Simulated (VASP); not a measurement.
Data:

```yaml
crystal:
  lattice:
    - [-0.04048, 2.69865, 2.69865]
    - [2.69865, -0.04048, 2.69865]
    - [2.65817, 2.65817, 0.00000]
  atoms:
    - { symbol: Ce, position: [0.00000, 0.00000, 0.00000] }
    - { symbol: O, position: [0.25000, 0.25000, 0.25000] }
    - { symbol: O, position: [0.75000, 0.75000, 0.75000] }
```

Method: PBEsol GGA, VASP's PBE PAW potentials (set 64) (plane waves; VASP). Run with 600 eV cut-off, 8×8×8 Γ-centred mesh, Gaussian smearing of 0.050 eV, potentials Ce O.

**Question.** Predict the energy per atom (σ→0), largest force.

**Answer.** 
The energy per atom (σ→0) is -885.8 kJ/mol of atoms and the largest force is 0.055 eV/Å.

The compound is CeO2 in the fluorite structure. This cell was strained or had an atom moved on purpose. The run is not spin-polarised, so no magnetic state was tried.
